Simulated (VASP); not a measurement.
Input:

```
Hf
1.0
    1.61086    -2.79008     0.00000
    1.61086     2.79008     0.00000
    0.00000     0.00000     5.09375
Hf
2
Cartesian
  1.61086   0.93003   1.27344
  1.61086  -0.93003   3.82032
```

Computed with revPBE GGA, VASP's PBE PAW potentials (set 64) (plane waves; VASP). Run with 520 eV cut-off, Gaussian smearing of 0.050 eV, potentials Hf_pv.

Give the energies of bands 7 to 13 at the high-symmetry points, in eV from the Fermi level.

```json
[
 {"band": "7", "Γ": "-7.32", "M": "-3.33", "K": "-2.06", "A": "-5.38", "L": "-3.35", "H": "-1.73"},
 {"band": "8", "Γ": "-3.65", "M": "-2.68", "K": "-1.81", "A": "-5.38", "L": "-3.35", "H": "-1.73"},
 {"band": "9", "Γ": "0.52", "M": "-2.17", "K": "-1.81", "A": "0.14", "L": "-0.96", "H": "-1.46"},
 {"band": "10", "Γ": "1.17", "M": "-0.88", "K": "-1.45", "A": "0.14", "L": "-0.96", "H": "-1.46"},
 {"band": "11", "Γ": "1.17", "M": "0.79", "K": "0.35", "A": "1.06", "L": "1.07", "H": "-0.25"},
 {"band": "12", "Γ": "1.44", "M": "0.83", "K": "0.35", "A": "1.06", "L": "1.07", "H": "-0.25"},
 {"band": "13", "Γ": "1.97", "M": "1.63", "K": "2.00", "A": "1.06", "L": "2.59", "H": "2.48"}
]
```

It has no gap at this level: it comes out as a metal or semimetal.

The compound is Hf in the hcp structure. It was relaxed first.
